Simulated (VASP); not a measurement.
All values below come from r2SCAN meta-GGA, VASP's PBE PAW potentials (set 64) (plane waves; VASP).

VASP ran on this input.

**KPOINTS**
```
Automatic mesh
0
Gamma
8 8 5
0 0 0
```

INCAR:
```
SYSTEM  =  MnS
PREC  =  Accurate; ENCUT  =  400; LREAL  =  .FALSE.
LASPH  =  .TRUE.
EDIFF  =  1E-6; NELM  =  100; ALGO  =  Normal
LMAXMIX  =  4; LMIXTAU  =  .TRUE.
ISMEAR  =  1; SIGMA  =  0.1
METAGGA  =  R2SCAN
MAGMOM  =  4.0 4.0 0.0 0.0
ISPIN  =  2
IBRION  =  2; NSW  =  60; ISIF  =  3
EDIFFG  =  -0.02
LWAVE  =  .FALSE.; LCHARG  =  .FALSE.; LORBIT  =  10
```

File POSCAR:
```
MnS
1
    3.9116815885     0.0000000000     0.0000000000
   -1.9558407942     3.3876160601     0.0000000000
    0.0000000000     0.0000000000     6.3738434028
Mn S
2 2
Direct
  0.3333330000   0.6666670000   0.9997504263
  0.6666670000   0.3333330000   0.4997504263
  0.3333330000   0.6666670000   0.3752495737
  0.6666670000   0.3333330000   0.8752495737
```

POTCAR, in this order: Mn_pv S (PBE.64 set). Program: vasp_std.

What VASP printed:

File OSZICAR:
```
       N       E                     dE             d eps       ncg     rms          rms(c)
DAV:   1     0.304038742371E+03    0.30404E+03   -0.19427E+04  3688   0.127E+03
DAV:   2    -0.337610489396E+02   -0.33780E+03   -0.32327E+03  3390   0.371E+02
DAV:   3    -0.578969239206E+02   -0.24136E+02   -0.23739E+02  3703   0.105E+02
DAV:   4    -0.585081573479E+02   -0.61123E+00   -0.60828E+00  3713   0.169E+01
DAV:   5    -0.585218583391E+02   -0.13701E-01   -0.13692E-01  3865   0.279E+00    0.165E+01
DAV:   6    -0.521860588675E+02    0.63358E+01   -0.26093E+01  3549   0.533E+01    0.187E+01
DAV:   7    -0.504683447318E+02    0.17177E+01   -0.21794E+00  3372   0.138E+01    0.116E+01
DAV:   8    -0.491988500301E+02    0.12695E+01   -0.40988E-01  3308   0.678E+00    0.678E+00
DAV:   9    -0.496592418418E+02   -0.46039E+00   -0.40555E-01  3249   0.560E+00    0.146E+00
DAV:  10    -0.496529270327E+02    0.63148E-02   -0.38551E-02  3614   0.223E+00    0.442E-01
DAV:  11    -0.497099797573E+02   -0.57053E-01   -0.34289E-02  3312   0.128E+00    0.193E-01
DAV:  12    -0.497113569748E+02   -0.13772E-02   -0.23579E-03  3542   0.402E-01    0.134E-01
DAV:  13    -0.497119011917E+02   -0.54422E-03   -0.15034E-03  3447   0.208E-01    0.825E-02
DAV:  14    -0.497120447298E+02   -0.14354E-03   -0.85596E-05  3546   0.602E-02    0.878E-02
DAV:  15    -0.497120485539E+02   -0.38241E-05   -0.14781E-06  3022   0.926E-03    0.838E-02
DAV:  16    -0.497119838946E+02    0.64659E-04   -0.11327E-04  3458   0.683E-02    0.976E-02
DAV:  17    -0.497121842221E+02   -0.20033E-03   -0.84961E-05  3318   0.794E-02    0.457E-02
DAV:  18    -0.497121838016E+02    0.42048E-06   -0.32513E-06  3101   0.130E-02
   1 F= -.49712184E+02 E0= -.49712203E+02  d E =-.497122E+02  mag=    10.0000
       N       E                     dE             d eps       ncg     rms          rms(c)
DAV:   1    -0.529442769525E+02   -0.32321E+01   -0.61918E+01  3327   0.954E+01    0.197E+01
DAV:   2    -0.497003419514E+02    0.32439E+01   -0.10512E+01  3372   0.452E+01    0.198E+01
DAV:   3    -0.498867038408E+02   -0.18636E+00   -0.79739E-01  3396   0.559E+00    0.489E+00
DAV:   4    -0.497869740086E+02    0.99730E-01   -0.29466E-01  3600   0.330E+00    0.246E+00
DAV:   5    -0.497628342329E+02    0.24140E-01   -0.76691E-02  3385   0.156E+00    0.136E+00
DAV:   6    -0.497648523600E+02   -0.20181E-02   -0.92273E-03  3437   0.888E-01    0.869E-01
DAV:   7    -0.497651134441E+02   -0.26108E-03   -0.32305E-03  3474   0.476E-01    0.116E-01
DAV:   8    -0.497655205195E+02   -0.40708E-03   -0.37883E-04  3655   0.161E-01    0.757E-02
DAV:   9    -0.497655645671E+02   -0.44048E-04   -0.82918E-05  3783   0.581E-02    0.440E-02
DAV:  10    -0.497655577475E+02    0.68196E-05   -0.12100E-05  3422   0.265E-02    0.974E-03
DAV:  11    -0.497655805340E+02   -0.22786E-04   -0.30398E-06  3035   0.149E-02    0.321E-03
DAV:  12    -0.497655813247E+02   -0.79073E-06   -0.45532E-07  1988   0.447E-03
   2 F= -.49765581E+02 E0= -.49765615E+02  d E =-.533975E-01  mag=    10.0000
       N       E                     dE             d eps       ncg     rms          rms(c)
DAV:   1    -0.500617593513E+02   -0.29618E+00   -0.53642E+00  3419   0.268E+01    0.540E+00
DAV:   2    -0.497557993582E+02    0.30596E+00   -0.86475E-01  3395   0.118E+01    0.451E+00
DAV:   3    -0.497835576617E+02   -0.27758E-01   -0.68494E-02  3377   0.193E+00    0.118E+00
DAV:   4    -0.497786477852E+02    0.49099E-02   -0.14366E-02  3564   0.770E-01    0.683E-01
DAV:   5    -0.497767063348E+02    0.19415E-02   -0.39991E-03  3466   0.356E-01    0.366E-01
DAV:   6    -0.497765947979E+02    0.11154E-03   -0.78010E-04  3443   0.263E-01    0.194E-01
DAV:   7    -0.497765279792E+02    0.66819E-04   -0.31841E-04  3480   0.172E-01    0.419E-02
DAV:   8    -0.497765321158E+02   -0.41366E-05   -0.11423E-05  3739   0.268E-02    0.196E-02
DAV:   9    -0.497765239261E+02    0.81897E-05   -0.36201E-06  2991   0.166E-02    0.891E-03
DAV:  10    -0.497765220893E+02    0.18369E-05   -0.10415E-06  2412   0.748E-03    0.270E-03
DAV:  11    -0.497765216678E+02    0.42154E-06   -0.18967E-07  1868   0.364E-03
   3 F= -.49776522E+02 E0= -.49776550E+02  d E =-.643379E-01  mag=    10.0000
       N       E                     dE             d eps       ncg     rms          rms(c)
DAV:   1    -0.497771542398E+02   -0.63215E-03   -0.11602E-02  3414   0.126E+00    0.255E-01
DAV:   2    -0.497766127676E+02    0.54147E-03   -0.18146E-03  3417   0.567E-01    0.223E-01
DAV:   3    -0.497765295919E+02    0.83176E-04   -0.14022E-04  3398   0.843E-02    0.582E-02
DAV:   4    -0.497764884003E+02    0.41192E-04   -0.33439E-05  3555   0.361E-02    0.324E-02
DAV:   5    -0.497764971119E+02   -0.87116E-05   -0.92282E-06  3448   0.167E-02    0.172E-02
DAV:   6    -0.497764924076E+02    0.47043E-05   -0.16964E-06  2161   0.126E-02    0.924E-03
DAV:   7    -0.497765015387E+02   -0.91311E-05   -0.75095E-07  1784   0.832E-03    0.216E-03
DAV:   8    -0.497765010719E+02    0.46684E-06   -0.68911E-08  1689   0.222E-03
   4 F= -.49776501E+02 E0= -.49776530E+02  d E =-.643173E-01  mag=    10.0000
       N       E                     dE             d eps       ncg     rms          rms(c)
DAV:   1    -0.497760617054E+02    0.43983E-03   -0.21184E-02  4413   0.356E+00    0.156E-01
DAV:   2    -0.497766841500E+02   -0.62244E-03   -0.62751E-03  3444   0.668E-01    0.858E-02
DAV:   3    -0.497766895946E+02   -0.54446E-05   -0.22494E-04  3629   0.143E-01    0.420E-02
DAV:   4    -0.497766737302E+02    0.15864E-04   -0.26617E-05  4609   0.585E-02    0.227E-02
DAV:   5    -0.497766699363E+02    0.37939E-05   -0.11697E-05  3665   0.327E-02    0.102E-02
DAV:   6    -0.497766691522E+02    0.78412E-06   -0.19434E-06  2261   0.158E-02
   5 F= -.49776669E+02 E0= -.49776698E+02  d E =-.168080E-03  mag=    10.0000
```

### OUTCAR
```
------------------------ aborting loop because EDIFF is reached ----------------------------------------
  FORCE on cell =-STRESS in cart. coord.  units (eV):
  Direction    XX          YY          ZZ          XY          YZ          ZX
  --------------------------------------------------------------------------------------
  Total        0.0193971      0.0193971     -0.0709951      0.0000000      0.0000000      0.0000000
  in kB        0.3470531      0.3470532     -1.2702460      0.0000000      0.0000000      0.0000000
  external PRESSURE =      -0.1920466 kB  Pullay stress =       0.0000000 kB
  volume of cell :       89.55
      direct lattice vectors                 reciprocal lattice vectors
     3.991174717  0.000000000  0.000000000     0.250552800  0.144656707  0.000000000
    -1.995587359  3.456459156  0.000000000    -0.000000000  0.289313414 -0.000000000
    -0.000000000  0.000000000  6.491108985     0.000000000  0.000000000  0.154056880
 POSITION                                       TOTAL-FORCE (eV/Angst)
 -----------------------------------------------------------------------------------
     -0.00000      2.30431      6.48718        -0.000000     -0.000000     -0.019886
      1.99559      1.15215      3.24163         0.000000      0.000000     -0.019886
     -0.00000      2.30431      2.43809         0.000000     -0.000000      0.019886
      1.99559      1.15215      5.68365        -0.000000     -0.000000      0.019886
 -----------------------------------------------------------------------------------
    total drift:                               -0.001992      0.001151     -0.012676
  FREE ENERGIE OF THE ION-ELECTRON SYSTEM (eV)
  ---------------------------------------------------
  free  energy   TOTEN  =       -49.7766691522 eV

  energy  without entropy=      -49.7767542191  energy(sigma->0) =      -49.77669751

 total charge

# of ion       s       p       d       tot
------------------------------------------
    1        0.266   6.203   4.873  11.342
    2        0.266   6.203   4.873  11.342
    3        1.302   2.489   0.000   3.790
    4        1.302   2.489   0.000   3.790
--------------------------------------------------
tot          3.136  17.384   9.745  30.265

 magnetization (x)

# of ion       s       p       d       tot
------------------------------------------
    1        0.048   0.062   4.364   4.473
    2        0.048   0.062   4.364   4.473
    3        0.013   0.061   0.000   0.074
    4        0.013   0.061   0.000   0.074
--------------------------------------------------
tot          0.121   0.246   8.727   9.094

 reached required accuracy - stopping structural energy minimisation
```
(Selected blocks of OUTCAR.)

**CONTCAR**
```
MnS
   1.00000000000000
     3.9911747174529872    0.0000000000011743    0.0000000000000000
    -1.9955873586744608    3.4564591556091724    0.0000000000000000
    -0.0000000000000000    0.0000000000000000    6.4911089847635921
  Mn              S
     2     2
Direct
     0.3333330000000032    0.6666669999999968    0.9993949777660708
     0.6666669999999968    0.3333330000000032    0.4993949777660708
     0.3333330000000032    0.6666669999999968    0.3756050222339292
     0.6666669999999968    0.3333330000000032    0.8756050222339292
```

Energy and stress use the plane-wave basis of the starting cell. The moments were started parallel, and other spin orders were not tried in this run.

The structure was generated: MnS was put into the wurtzite type (P6_3mc), which need not be its known phase. This run relaxes it. Symmetry was kept, so distortions that lower it aren't found. The start is the result of an earlier pass.
